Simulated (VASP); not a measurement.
All values below come from HSE06 screened hybrid, VASP's PBE PAW potentials (set 64) (plane waves; VASP 6.6.1).

Input for VASP

### INCAR
```
SYSTEM = Mg32FO31
PREC = Normal
ENCUT = 400
EDIFF = 1E-5
NELM = 50
ALGO = Normal
LREAL = Auto
LASPH = .TRUE.
ISMEAR = 0
SIGMA = 0.05
GGA = PE
LWAVE = .FALSE.
LCHARG = .FALSE.
NELMIN = 4
ISYM = 0
NELECT = 256.0
HFSCREEN = 0.2
AEXX = 0.25
LHFCALC = .TRUE.
PRECFOCK = Fast
ISIF = 0
```

POSCAR:
```
Mg32FO31
16.9739180
  0.5000000009   0.0000000000   0.0000000000
  0.0000000000   0.5000000009   0.0000000000
  0.0000000000   0.0000000000   0.5000000009
Mg O F
32 31 1
direct
  0.5000788676   0.0003316018   0.9982117587
  0.7499453642   0.2501679445   0.0001368269
  0.7516829240   0.0004270358   0.2500858008
  0.0000193137   0.0003292313   0.9993058392
  0.2498384577   0.2503954606   0.0000902504
  0.4999466257   0.5003373368   0.9881960284
  0.7501272316   0.7503368349   0.0000535798
  0.2483892612   0.0004625936   0.2500087650
  0.4998827174   0.2383511481   0.2501315687
  0.7617974780   0.5003566018   0.2502603786
  0.5000173964   0.0003166873   0.5019019136
  0.7500221198   0.2501713762   0.5002336555
  0.7508612711   0.0002076325   0.7500718544
  0.9998112666   0.5003210426   0.9983959144
  0.2499784636   0.7504779908   0.0000569555
  0.9999439186   0.2487836065   0.2501063121
  0.2378799703   0.5005604879   0.2501563607
  0.5000495131   0.7623889841   0.2501445878
  0.0000412006   0.0003275485   0.5007228503
  0.2498289018   0.2503798086   0.5000769475
  0.4999212016   0.5002879000   0.5121373232
  0.7500932797   0.7503257826   0.5001798978
  0.2492461623   0.0003313788   0.7500445546
  0.4998291958   0.2486372985   0.7500700839
  0.7516004807   0.5000779744   0.7501581310
  0.9999455735   0.7520379244   0.2500658821
  0.9998702742   0.5002882157   0.5019090443
  0.2499097261   0.7504038001   0.5000937619
  0.9999447219   0.2494579968   0.7501772340
  0.2482419062   0.5003046798   0.7501418196
  0.5000518810   0.7518691363   0.7500517993
  0.0000639201   0.7508981323   0.7500765913
  0.7471126424   0.2531709119   0.2501314129
  0.9998752901   0.5004462515   0.2502176279
  0.9998862063   0.2510062395   0.4994429074
  0.2528251576   0.2533277915   0.2500756753
  0.7472177828   0.7474982670   0.2501279219
  0.0000285354   0.0004788264   0.2499969396
  0.4998798809   0.2531289169   0.4972062326
  0.7471403595   0.5003148582   0.4973215923
  0.9999868304   0.7495835434   0.4993986691
  0.7491482904   0.2508749262   0.7501800795
  0.9999127504   0.5001523905   0.7501547136
  0.9999335966   0.2509746763   0.0008195060
  0.2527627286   0.7475729011   0.2500990190
  0.5000046502   0.0003637910   0.2500844004
  0.2526944374   0.5003324785   0.4972292536
  0.5000169576   0.7475242919   0.4972120192
  0.7493185115   0.0002746383   0.4994062678
  0.2506245040   0.2510126689   0.7501095049
  0.4998730717   0.5001995612   0.7500851839
  0.7493309885   0.7494355256   0.7501846634
  0.0000385402   0.0002208254   0.7500359622
  0.4999022479   0.2532183008   0.0031083456
  0.7470682970   0.5002299585   0.0030380515
  0.0000128457   0.7496241193   0.0007613574
  0.2507052195   0.0004135061   0.4993429540
  0.2507274733   0.7495724526   0.7500822304
  0.5000613564   0.0003213437   0.7500721932
  0.2527561871   0.5004442738   0.0030358498
  0.5000771115   0.7474445413   0.0029565285
  0.7493213125   0.0003524862   0.0007476917
  0.2507283113   0.0004064985   0.0007508166
  0.5001393392   0.5007480646   0.2503501572
```

### KPOINTS
```
kpoints
0
Gamma
1 1 1
0 0 0
```

POTCAR, in this order: Mg O F (PBE.64 set). Program: vasp_gam. Read from the step before: WAVECAR.

Output of the run:

**OSZICAR**
```
       N       E                     dE             d eps       ncg     rms          rms(c)
DAV:   1    -0.457895746948E+03   -0.45790E+03   -0.77627E+00   322   0.792E+00    0.165E+00
DAV:   2    -0.457959460123E+03   -0.63713E-01   -0.16092E-01   356   0.953E-01    0.106E+00
DAV:   3    -0.457941512405E+03    0.17948E-01   -0.15516E-02   356   0.292E-01    0.676E-01
DAV:   4    -0.457937273517E+03    0.42389E-02   -0.42432E-03   364   0.148E-01    0.437E-01
DAV:   5    -0.457935731039E+03    0.15425E-02   -0.48480E-04   340   0.833E-02    0.256E-01
DAV:   6    -0.457935188885E+03    0.54215E-03   -0.22853E-04   356   0.608E-02    0.145E-01
DAV:   7    -0.457935009586E+03    0.17930E-03   -0.66536E-05   356   0.331E-02    0.838E-02
DAV:   8    -0.457934947374E+03    0.62212E-04   -0.23160E-05   212   0.187E-02    0.503E-02
DAV:   9    -0.457934926455E+03    0.20919E-04   -0.12279E-05   188   0.134E-02    0.302E-02
DAV:  10    -0.457934919475E+03    0.69797E-05   -0.37046E-06   188   0.724E-03
   1 F= -.45793492E+03 E0= -.45793492E+03  d E =-.982516E-14
```

OUTCAR:
```
------------------------ aborting loop because EDIFF is reached ----------------------------------------
  volume of cell :      611.30
      direct lattice vectors                 reciprocal lattice vectors
     8.486959016  0.000000000  0.000000000     0.117827834  0.000000000  0.000000000
     0.000000000  8.486959016  0.000000000     0.000000000  0.117827834  0.000000000
     0.000000000  0.000000000  8.486959016     0.000000000  0.000000000  0.117827834
  FREE ENERGIE OF THE ION-ELECTRON SYSTEM (eV)
  ---------------------------------------------------
  free  energy   TOTEN  =      -457.9349194751 eV

  energy  without entropy=     -457.9349194751  energy(sigma->0) =     -457.93491948

  exchange ACFDT corr.  =         0.00000000  see jH, gK, PRB 81, 115126
```
(Selected blocks of OUTCAR.)

**OUTCAR**
```
 val. band max:        1.7397762957   @ k =   0.0000   0.0000   0.0000

 cond. band min:       7.9240902382   @ k =   0.0000   0.0000   0.0000


 Fermi energy:         2.0124692176

 k-point     1 :       0.0000    0.0000    0.0000
  band No.  band energies     occupation
      1     -24.2253      2.00000
      2     -16.8594      2.00000
      3     -16.2073      2.00000
      4     -16.2056      2.00000
      5     -16.1220      2.00000
      6     -16.1219      2.00000
      7     -16.1218      2.00000
      8     -16.0618      2.00000
      9     -15.7995      2.00000
     10     -15.7990      2.00000
     11     -15.6811      2.00000
     12     -15.6805      2.00000
     13     -15.6800      2.00000
     14     -15.6602      2.00000
     15     -15.6545      2.00000
     16     -15.6543      2.00000
     17     -15.6542      2.00000
     18     -15.6440      2.00000
     19     -15.6438      2.00000
     20     -15.6434      2.00000
     21     -15.5720      2.00000
     22     -15.5516      2.00000
     23     -15.5515      2.00000
     24     -15.5509      2.00000
     25     -15.3655      2.00000
     26     -15.3647      2.00000
     27     -15.2848      2.00000
     28     -15.2815      2.00000
     29     -15.2812      2.00000
     30     -15.2613      2.00000
     31     -15.2612      2.00000
     32     -15.2610      2.00000
     33      -4.7310      2.00000
     34      -4.7304      2.00000
     35      -4.7297      2.00000
     36      -2.9766      2.00000
     37      -2.9030      2.00000
     38      -2.9029      2.00000
     39      -2.9027      2.00000
     40      -2.3888      2.00000
     41      -2.3884      2.00000
     42      -2.3881      2.00000
     43      -1.9230      2.00000
     44      -1.8903      2.00000
     45      -1.8901      2.00000
     46      -1.8897      2.00000
     47      -1.8382      2.00000
     48      -1.8381      2.00000
     49      -1.8013      2.00000
     50      -1.8010      2.00000
     51      -1.8010      2.00000
...
```

The cell is charged, with a uniform compensating background. The supercell is sampled at Γ alone, which is coarse: total energies, pressure and levels can be off, energies of defects by several tenths of an eV.

The cell is a supercell with a defect, built from MgO (rock salt): F_O, charge +1. The cell's shape comes from a PBE relaxation. The run is not spin-polarised, so no state with unpaired spins was tried.
